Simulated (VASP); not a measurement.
# Sc7AlF24 (Pm-3m) in VASP: band structure with PBEsol

Aim: the band structure of Sc7AlF24 with PBEsol.

Program: VASP 6.6.1. These are calculated values, not measurements. Logs are shortened: lines on timing, memory, paths and dates and some standing lists are left out, and cuts for length are marked.

## Step 1: The crystal as given

The structure is cubic, space group Pm-3m (No. 221). The conventional cell has a = 7.960 Å, b = 7.960 Å, c = 7.960 Å, α = 90.00°, β = 90.00°, γ = 90.00°. Al (site symmetry m-3m) is surrounded by 6 F at 1.87 Å. Sc (site symmetry 4/mmm) is surrounded by 6 F at 1.98 to 2.11 Å. Sc (site symmetry 4/mmm) has 6 F at 1.99 to 2.00 Å as nearest neighbours. Sc (site symmetry m-3m) is surrounded by 6 F at 1.99 Å. F (site symmetry 4mm) has 1 Al at 1.87 Å and 1 Sc at 2.11 Å as nearest neighbours. Around F (site symmetry mm2) lie 2 Sc at 1.98 to 2.00 Å. F (site symmetry 4mm) is surrounded by 2 Sc at 1.99 Å.

The cell was built by a generator and needn't be a form met in nature.

## Step 2: Band structure, PBEsol

Contents of INCAR:

```
PREC = Accurate
ENCUT = 520
EDIFF = 1E-7
ISMEAR = 0
SIGMA = 0.03
LREAL = F
LASPH = T
NELM = 80
ALGO = Normal
ISIF = 2
LWAVE = F
LCHARG = F
LMAXMIX = 4
GGA = PS
NBANDS = 146
ICORELEVEL = 1
KPAR = 4
```

Contents of KPOINTS:

```
Automatic mesh
0
Gamma
  4 4 4
```

Contents of POSCAR:

```
Sc7AlF24                                
1.0
   -7.9604084266      0.0000000000      0.0000000000
    0.0000000000      0.0000000000      7.9604084266
    0.0000000000      7.9604084266      0.0000000000
  Al              Sc              F             
     1     7    24
Direct
     0.5000000000000000    0.0000000000000000    0.0000000000000000
     0.5000000000000000    0.5000000000000000    0.0000000000000000
     0.5000000000000000    0.0000000000000000    0.5000000000000000
     0.5000000000000000    0.5000000000000000    0.5000000000000000
     0.0000000000000000    0.0000000000000000    0.0000000000000000
     0.0000000000000000    0.5000000000000000    0.0000000000000000
     0.0000000000000000    0.0000000000000000    0.5000000000000000
     0.0000000000000000    0.5000000000000000    0.5000000000000000
     0.2651455653915775    0.0000000000000000    0.0000000000000000
     0.2507074254206572    0.5000000000000000    0.0000000000000000
     0.2507074254206572    0.0000000000000000    0.5000000000000000
     0.2501468998141689    0.5000000000000000    0.5000000000000000
     0.7348544346084225    0.0000000000000000    0.0000000000000000
     0.7492925745793428    0.5000000000000000    0.0000000000000000
     0.7492925745793428    0.0000000000000000    0.5000000000000000
     0.7498531001858311    0.5000000000000000    0.5000000000000000
     0.5000000000000000    0.0000000000000000    0.2348544346084225
     0.5000000000000000    0.5000000000000000    0.2492925745793428
     0.5000000000000000    0.0000000000000000    0.7651455653915775
     0.5000000000000000    0.5000000000000000    0.7507074254206572
     0.0000000000000000    0.0000000000000000    0.2492925745793428
     0.0000000000000000    0.5000000000000000    0.2498531001858311
     0.0000000000000000    0.0000000000000000    0.7507074254206572
     0.0000000000000000    0.5000000000000000    0.7501468998141689
     0.5000000000000000    0.2348544346084225    0.0000000000000000
     0.5000000000000000    0.7651455653915775    0.0000000000000000
     0.5000000000000000    0.2492925745793428    0.5000000000000000
     0.5000000000000000    0.7507074254206572    0.5000000000000000
     0.0000000000000000    0.2492925745793428    0.0000000000000000
     0.0000000000000000    0.7507074254206572    0.0000000000000000
     0.0000000000000000    0.2498531001858311    0.5000000000000000
     0.0000000000000000    0.7501468998141689    0.5000000000000000
```

Contents of KPOINTS_OPT:

```
explicit points
4
Reciprocal
 0.0000000000  0.0000000000  0.0000000000 1
 0.5000000000  0.5000000000  0.0000000000 1
 0.5000000000  0.5000000000  0.5000000000 1
 0.0000000000  0.5000000000  0.0000000000 1
```

Potentials or basis: VASP PAW PBE potentials, release 64 (Al, Sc_sv, F).

Launch:

```bash
cat potpaw_PBE.64/Al/POTCAR potpaw_PBE.64/Sc_sv/POTCAR potpaw_PBE.64/F/POTCAR > POTCAR
mpirun -np 4 vasp_std > vasp.out
```

OUTCAR:

```text
PREC = Accurate
   ENCUT = 520
   EDIFF = 1E-7
   ISMEAR = 0
   LREAL = F
   LASPH = T
   NELM = 80
   ISIF = 2
   GGA = PS

 ion  position               nearest neighbor table
   1  0.500  0.000  0.000-   9 1.87  13 1.87  17 1.87  19 1.87  25 1.87  26 1.87
   2  0.500  0.500  0.000-  10 1.98  14 1.98  18 1.98  20 1.98  25 2.11  26 2.11
   3  0.500  0.000  0.500-  11 1.98  15 1.98  27 1.98  28 1.98  17 2.11  19 2.11
   4  0.500  0.500  0.500-  12 1.99  16 1.99  18 2.00  20 2.00  27 2.00  28 2.00
   5  0.000  0.000  0.000-  21 1.98  23 1.98  29 1.98  30 1.98   9 2.11  13 2.11
   6  0.000  0.500  0.000-  22 1.99  24 1.99  10 2.00  14 2.00  29 2.00  30 2.00
   7  0.000  0.000  0.500-  31 1.99  32 1.99  21 2.00  23 2.00  11 2.00  15 2.00
   8  0.000  0.500  0.500-  12 1.99  16 1.99  22 1.99  24 1.99  31 1.99  32 1.99
   9  0.265  0.000  0.000-   1 1.87   5 2.11
  10  0.251  0.500  0.000-   2 1.98   6 2.00
  11  0.251  0.000  0.500-   3 1.98   7 2.00
  12  0.250  0.500  0.500-   4 1.99   8 1.99
  13  0.735  0.000  0.000-   1 1.87   5 2.11
  14  0.749  0.500  0.000-   2 1.98   6 2.00
[... 16 lines left out ...]
  31  0.000  0.250  0.500-   7 1.99   8 1.99
  32  0.000  0.750  0.500-   7 1.99   8 1.99

  LATTYP: Found a simple cubic cell.
 ALAT       =     7.9604084266

  Lattice vectors:

 A1 = (  -7.9604084266,   0.0000000000,   0.0000000000)
 A2 = (   0.0000000000,   0.0000000000,   7.9604084266)
 A3 = (   0.0000000000,   7.9604084266,   0.0000000000)

Analysis of symmetry for initial positions (statically):
=====================================================================
 Subroutine PRICEL returns:
 Original cell was already a primitive cell.

 Routine SETGRP: Setting up the symmetry group for a
 simple cubic supercell.

 Subroutine GETGRP returns: Found 48 space group operations
 (whereof 16 operations were pure point group operations)
 out of a pool of 48 trial point group operations.

The static configuration has the point symmetry D_4h.
 The point group associated with its full space group is O_h .

Analysis of symmetry for dynamics (positions and initial velocities):
=====================================================================
 Subroutine PRICEL returns:
 Original cell was already a primitive cell.

 Routine SETGRP: Setting up the symmetry group for a
 simple cubic supercell.

 Subroutine GETGRP returns: Found 48 space group operations
 (whereof 16 operations were pure point group operations)
 out of a pool of 48 trial point group operations.

The dynamic configuration has the point symmetry D_4h.
 The point group associated with its full space group is O_h .

 Subroutine INISYM returns: Found 48 space group operations
 (whereof 16 operations are pure point group operations),
 and found     1 'primitive' translations

----------------------------------------------------------------------------------------

                                     Primitive cell

  volume of cell :     504.4360

  direct lattice vectors                    reciprocal lattice vectors
    -7.960408427  0.000000000  0.000000000    -0.125621695  0.000000000  0.000000000
     0.000000000  0.000000000  7.960408427     0.000000000  0.000000000  0.125621695
     0.000000000  7.960408427  0.000000000     0.000000000  0.125621695  0.000000000

  length of vectors
     7.960408427  7.960408427  7.960408427     0.125621695  0.125621695  0.125621695

  position of ions in fractional coordinates (direct lattice)
     0.500000000  0.000000000  0.000000000
     0.500000000  0.500000000  0.000000000
     0.500000000  0.000000000  0.500000000
     0.500000000  0.500000000  0.500000000
     0.000000000  0.000000000  0.000000000
     0.000000000  0.500000000  0.000000000
[... 24 lines left out ...]
     0.000000000  0.249853100  0.500000000
     0.000000000  0.750146900  0.500000000

  ion indices of the primitive-cell ions
   primitive index   ion index
                 1           1
                 2           2
                 3           3
                 4           4
                 5           5
                 6           6
[... 24 lines left out ...]
                31          31
                32          32

----------------------------------------------------------------------------------------

 KPOINTS: Automatic mesh

Automatic generation of k-mesh.
 Grid dimensions read from file:
 generate k-points for:    4    4    4

 Generating k-lattice:

  Cartesian coordinates                     Fractional coordinates (reciprocal lattice)
    -0.031405424  0.000000000  0.000000000     0.250000000  0.000000000  0.000000000
     0.000000000  0.000000000  0.031405424     0.000000000  0.250000000  0.000000000
     0.000000000  0.031405424  0.000000000     0.000000000  0.000000000  0.250000000

  Length of vectors
     0.031405424  0.031405424  0.031405424

  Shift w.r.t. Gamma in fractional coordinates (k-lattice)
     0.000000000  0.000000000  0.000000000

 Subroutine IBZKPT returns following result:
 ===========================================

 Found     10 irreducible k-points:

 Following reciprocal coordinates:
            Coordinates               Weight
  0.000000  0.000000  0.000000      1.000000
  0.250000  0.000000  0.000000      6.000000
  0.500000  0.000000  0.000000      3.000000
  0.250000  0.250000  0.000000     12.000000
  0.500000  0.250000  0.000000     12.000000
  0.500000  0.500000  0.000000      3.000000
  0.250000  0.250000  0.250000      8.000000
  0.500000  0.250000  0.250000     12.000000
  0.500000  0.500000  0.250000      6.000000
  0.500000  0.500000  0.500000      1.000000
   k-points           NKPTS =     10   k-points in BZ     NKDIM =     10   number of bands    NBANDS=    146
   number of dos      NEDOS =    301   number of ions     NIONS =     32
   total plane-waves  NPLWV = 216000
   dimension x,y,z NGX =    60 NGY =   60 NGZ =   60
   dimension x,y,z NGXF=   120 NGYF=  120 NGZF=  120
   ions per type =               1   7  24
   NGX,Y,Z   is equivalent  to a cutoff of  12.53, 12.53, 12.53 a.u.
   NGXF,Y,Z  is equivalent  to a cutoff of  25.06, 25.06, 25.06 a.u.
 SYSTEM =  unknown system
   PREC   = accura    normal or accurate (medium, high low for compatibility)
   ISTART =      0    job   : 0-new  1-cont  2-samecut
   ICHARG =      2    charge: 1-file 2-atom 10-const
   ISPIN  =      1    spin polarized calculation?
   LNONCOLLINEAR =      F non collinear calculations
   LSORBIT =      F    spin-orbit coupling
   LASPH  =      T    aspherical Exc in radial PAW
   ENCUT  =  520.0 eV  38.22 Ry    6.18 a.u.  14.80 14.80 14.80*2*pi/ulx,y,z
   NELM   =     80;   NELMIN=  2; NELMDL= -5     # of ELM steps
   EDIFF  = 0.1E-06   stopping-criterion for ELM
   LREAL  =      F    real-space projection
   EDIFFG = 0.1E-05   stopping-criterion for IOM
   NSW    =      0    number of steps for IOM
   IBRION =     -1    ionic relax: 0-MD 1-quasi-New 2-CG
   NFREE  =      0    steps in history (QN), initial steepest desc. (CG)
   ISIF   =      2    stress and relaxation
   ISYM   =      2    0-nonsym 1-usesym 2-fastsym
   POTIM  = 0.5000    time-step for ionic-motion
   TEBEG  =    0.0;   TEEND  =   0.0 temperature during run
   PSTRESS=    0.0 pullay stress
   NELECT =     248.0000    total number of electrons
   NUPDOWN=      -1.0000    fix difference up-down
   EMIN   =  10.00;   EMAX   =-10.00  energy-range for DOS
   EFERMI =   0.00;   METHOD = LEGACY
   ISMEAR =     0;   SIGMA  =   0.03  broadening in eV -4-tet -1-fermi 0-gaus
   EFERMI_NEDOS =   21; number of points for ismear=-14 and -15
   IALGO  =     38    algorithm
   IMIX   =      4    mixing-type and parameters
     AMIX     =   0.40;   BMIX     =  1.00
     AMIX_MAG =   1.60;   BMIX_MAG =  1.00
  volume/ion in A,a.u.               =      15.76       106.38
  Fermi-wavevector in a.u.,A,eV,Ry     =   1.292082  2.441681 22.714595  1.669476
  Thomas-Fermi vector in A             =   2.423812
   LORBIT       =      0    0 simple, 1 ext, 2 COOP (PROOUT), +10 PAW based schemes
   GGA     = PS    functional components
   LHFCALC =     F    Hartree Fock is set to
   AEXX    =    0.0000 exact exchange contribution
   IVDW    =     0    specifies the selected vdW correction
   LEPSILON=     F    determine dielectric tensor
   LRPA    =     F    only Hartree local field effects (RPA)
 non-spin polarized calculation
 Gauss-broadening in eV      SIGMA  =   0.03
  energy-cutoff  :      520.00
  volume of cell :      504.44
 maximum number of plane-waves:     13704
 NGX is ok and might be reduce to    60
   NGX = 29   NGY = 29   NGZ = 29

 number of electron     247.9999745 magnetization

 Free energy of the ion-electron system (eV)
  ---------------------------------------------------
  ext. energy  EPLUGINS =         0.00000000
  ---------------------------------------------------
  free energy    TOTEN  =      -221.82290021 eV

  energy without entropy =     -221.82290021  energy(sigma->0) =     -221.82290021

 the core state eigenenergies are
   1-  1s  -1506.3329  2s   -102.9093  2p    -64.3943
   2-  1s  -4391.4154  2s   -469.2294  2p   -383.1032
   3-  1s  -4391.4154  2s   -469.2294  2p   -383.1032
   4-  1s  -4391.0627  2s   -468.9140  2p   -382.7832
   5-  1s  -4391.4154  2s   -469.2294  2p   -383.1032
   6-  1s  -4391.0627  2s   -468.9140  2p   -382.7832
   7-  1s  -4391.0627  2s   -468.9140  2p   -382.7832
   8-  1s  -4391.0146  2s   -468.8692  2p   -382.7380
   9-  1s   -654.6359
  10-  1s   -655.1370
  11-  1s   -655.1370
  12-  1s   -655.1186
  13-  1s   -654.6359
  14-  1s   -655.1370
[... 16 lines left out ...]
  31-  1s   -655.1186
  32-  1s   -655.1186

 E-fermi :  -2.8707     XC(G=0):  -8.3703

 val. band max:       -3.0519585753   @ k =   0.0000   0.0000   0.0000
 cond. band min:       2.7774856943   @ k =   0.0000   0.0000   0.0000
 fundamental gap:      5.8294442696
 Fermi energy:        -2.8707075357

 k-point     1 :       0.0000    0.0000    0.0000
  band No.  band energies     occupation
      1     -49.3471      2.00000
      2     -49.3469      2.00000
      3     -49.3469      2.00000
      4     -49.1541      2.00000
      5     -49.1534      2.00000
      6     -49.1534      2.00000
[... 1379 lines left out ...]
    135       3.6529      0.00000
    136       3.6529      0.00000
 [bands above 136 left out]

------------------------ aborting loop because EDIFF is reached ----------------------------------------

  FORCE on cell =-STRESS in cart. coord.  units (eV):
  Direction    XX          YY          ZZ          XY          YZ          ZX
  --------------------------------------------------------------------------------------
  -------------------------------------------------------------------------------------
  Total        0.1863213      0.1863213      0.1863213      0.0000000      0.0000000     -0.0000000
  in kB        0.5917892      0.5917892      0.5917892      0.0000000      0.0000000     -0.0000000
  external PRESSURE =       0.5917892 kB  Pullay stress =       0.0000000 kB

 VOLUME and BASIS-vectors are now :
 -----------------------------------------------------------------------------
  energy-cutoff  :      520.00
  volume of cell :      504.44
      direct lattice vectors                 reciprocal lattice vectors
    -7.960408427  0.000000000  0.000000000    -0.125621695  0.000000000  0.000000000
     0.000000000  0.000000000  7.960408427     0.000000000  0.000000000  0.125621695
     0.000000000  7.960408427  0.000000000     0.000000000  0.125621695  0.000000000

 POSITION                                       TOTAL-FORCE (eV/Angst)
 -----------------------------------------------------------------------------------
     -3.98020      0.00000      0.00000        -0.000000      0.000000      0.000000
     -3.98020      0.00000      3.98020        -0.000000      0.000000      0.000000
     -3.98020      3.98020      0.00000        -0.000000      0.000000      0.000000
     -3.98020      3.98020      3.98020        -0.000000      0.000000      0.000000
      0.00000      0.00000      0.00000        -0.000000      0.000000      0.000000
      0.00000      0.00000      3.98020        -0.000000      0.000000      0.000000
[... 24 lines left out ...]
      0.00000      3.98020      1.98893        -0.000000      0.000000      0.002805
      0.00000      3.98020      5.97148        -0.000000      0.000000     -0.002805
 -----------------------------------------------------------------------------------
    total drift:                               -0.000000     -0.000000      0.000000

  FREE ENERGIE OF THE ION-ELECTRON SYSTEM (eV)
  ---------------------------------------------------
  free  energy   TOTEN  =      -221.8229002098 eV

  energy  without entropy=     -221.8229002098  energy(sigma->0) =     -221.82290021
```

It took 11 min on 4 MPI ranks of Intel Xeon Platinum 8259CL at 2.50GHz (Skylake/Cascade Lake), shared host; peak memory 1 GiB.

Results:

| Property | Result |
| --- | --- |
| Free energy | -221.8229 eV |
| Pressure | 0.1 GPa |
| Largest force | 0.007 eV/Å |
| Band gap on the k mesh | 5.83 eV, direct |
| Band gap along the path | 5.83 eV, direct |

Forces on the atoms (eV/Å):
```
Al   0.000  0.000  0.000
Sc   0.000  0.000  0.000
Sc   0.000  0.000  0.000
Sc   0.000  0.000  0.000
Sc   0.000  0.000  0.000
Sc   0.000  0.000  0.000
Sc   0.000  0.000  0.000
Sc   0.000  0.000  0.000
F    0.007  0.000  0.000
F    0.003  0.000  0.000
F    0.003  0.000  0.000
F    0.003  0.000  0.000
F   -0.007  0.000  0.000
F   -0.003  0.000  0.000
F   -0.003  0.000  0.000
F   -0.003  0.000  0.000
F    0.000  0.007  0.000
F    0.000  0.003  0.000
F    0.000 -0.007  0.000
F    0.000 -0.003  0.000
F    0.000  0.003  0.000
F    0.000  0.003  0.000
F    0.000 -0.003  0.000
F    0.000 -0.003  0.000
F    0.000  0.000  0.007
F    0.000  0.000 -0.007
F    0.000  0.000  0.003
F    0.000  0.000 -0.003
F    0.000  0.000  0.003
F    0.000  0.000 -0.003
F    0.000  0.000  0.003
F    0.000  0.000 -0.003
```

Levels at points of the mesh, in eV from the valence-band top:
```csv
k point,band 121,band 122,band 123,band 124,band 125,band 126,band 127,band 128
"(0.00, 0.00, 0.00)",-0.53,0.00,0.00,0.00,5.83,5.83,5.83,5.97
"(0.50, 0.00, 0.00)",-0.46,-0.08,-0.08,0.00,5.83,5.97,6.19,6.19
"(0.50, 0.50, 0.00)",-0.42,-0.09,-0.08,-0.08,6.18,6.20,6.26,6.29
"(0.50, 0.50, 0.50)",-0.42,-0.09,-0.09,-0.09,6.48,6.48,6.48,6.52
```

Core levels (eV, on the scale of the bands):
| atom | levels |
| --- | --- |
| 1 Al | 1s -1506.3, 2s -102.9, 2p -64.4 |
| 2 Sc | 1s -4391.4, 2s -469.2, 2p -383.1 |
| 3 Sc | 1s -4391.4, 2s -469.2, 2p -383.1 |
| 4 Sc | 1s -4391.1, 2s -468.9, 2p -382.8 |
| 5 Sc | 1s -4391.4, 2s -469.2, 2p -383.1 |
| 6 Sc | 1s -4391.1, 2s -468.9, 2p -382.8 |

Caveat: the PAW data sets were made with another functional, which shifts forces and pressure a little. A hybrid or GW would open this gap; PBEsol tends to underestimate it.
